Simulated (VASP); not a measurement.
VASP runs on SrTiO$_{3}$ (space group Pm-3m) share one base input (PBE GGA, plane waves, VASP's PBE PAW potentials (set 64)) and change the settings named in each case.

**INCAR**
```
! general
SYSTEM  = SrTiO3
PREC    = Accurate
ENCUT   = 400
LREAL   = .False.
LASPH   = .True.

! electronic loop
EDIFF   = 1E-6
NELM    = 100
ALGO    = Normal
LMAXMIX = 4

! smearing
ISMEAR  = -1
SIGMA   = 0.02

! functional
GGA     = PE

! ions
ISIF    = 2

! output
LWAVE   = .False.
LCHARG  = .False.
```

File POSCAR:
```
SrTiO3
3.9889580
  1.0000000000   0.0000000000   0.0000000000
  0.0000000000   1.0000000000   0.0000000000
  0.0000000000   0.0000000000   1.0000000000
Sr Ti O
1 1 3
direct
  0.0000000000   0.0000000000   0.0000000000
  0.5000000000   0.5000000000   0.5000000000
  0.5000000000   0.0000000000   0.5000000000
  0.0000000000   0.5000000000   0.5000000000
  0.5000000000   0.5000000000   0.0000000000
```

### KPOINTS
```
Regular mesh
0
G
 6 6 6
```

POTCAR, in this order: Sr_sv Ti_sv O (PBE.64 set). Program: vasp_std.

```tsv
change	E(σ→0) (eV/atom)	pressure (GPa)
base run	-8.0221	-10.50
GGA removed, POTCAR Sr_sv Ti_sv O (LDA.64 set)	-8.7830	___
GGA_COMPAT = .FALSE., LNONCOLLINEAR = .TRUE., LSORBIT = .TRUE., MAGMOM = 0.0 0.0 0.0 0.0 0.0 0.0 0.0 0.0 0.0 0.0 0.0 0.0 0.0 0.0 0.0, program vasp_ncl	-8.0404	___
KPOINTS 7×7×7 Γ-centred mesh	-8.0227	-10.57
LDAU = .TRUE., LDAUJ = 0 0 0, LDAUL = -1 2 -1, LDAUTYPE = 2, LDAUU = 0 8.0 0	-7.0033	-4.05
```

**Question.** Some entries are withheld; supply them.

**Answer.** 
- GGA_COMPAT = .FALSE., LNONCOLLINEAR = .TRUE., LSORBIT = .TRUE., MAGMOM = 0.0 0.0 0.0 0.0 0.0 0.0 0.0 0.0 0.0 0.0 0.0 0.0 0.0 0.0 0.0, program vasp_ncl, pressure (GPa): -10.52
- GGA removed, POTCAR Sr_sv Ti_sv O (LDA.64 set), pressure (GPa): -20.58

Energies of different potentials or functionals have different zeros.  At 400 eV the pressure can carry a Pulay error.

Left out are runs that ran out of time, are held back, or changed the cell or the kind of run, fixed moments of cells without a moment, rows past the twelfth, gaps on odd meshes, pressures of charged cells and columns that move by less than the noise.

The structure is a typed SrTiO3 crystal (Pm-3m). The cell was not relaxed at this level, its lattice was scaled by up to 2.5 %.
